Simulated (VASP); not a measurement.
Data:

```yaml
crystal:
  lattice:
    - [1.87145, -3.24144, 0.00000]
    - [1.87145, 3.24144, 0.00000]
    - [0.00000, 0.00000, 6.13188]
  atoms:
    - { symbol: Zn, position: [0.66667, 0.33333, 0.50009] }
    - { symbol: Zn, position: [0.33333, 0.66667, 0.00009] }
    - { symbol: S, position: [0.66667, 0.33333, 0.87491] }
    - { symbol: S, position: [0.33333, 0.66667, 0.37491] }
```

The numbers are results of LDA (Ceperley-Alder, Perdew-Zunger) with spin-orbit coupling, VASP's LDA PAW potentials (set 64) (plane waves; VASP 6.6.1), not measurements. Numerical set-up: 400 eV cut-off, 6×6×4 Γ-centred mesh, Gaussian smearing of 0.050 eV, potentials Zn S.

Q: What does the run give for the energy per atom (σ→0), band gap (over mesh and band path) with the smallest direct gap where there is one?

A: 
```json
{
  "band gap (over mesh and band path)": "2.21 eV",
  "smallest direct gap (over mesh and band path)": "2.21 eV",
  "energy per atom (σ→0)": "-4.102 eV/atom"
}
```

Only differences to runs with the same potentials and settings are physical.

The compound is ZnS in the wurtzite structure, the high-temperature form. It was relaxed first, which changed the volume by -6 %.
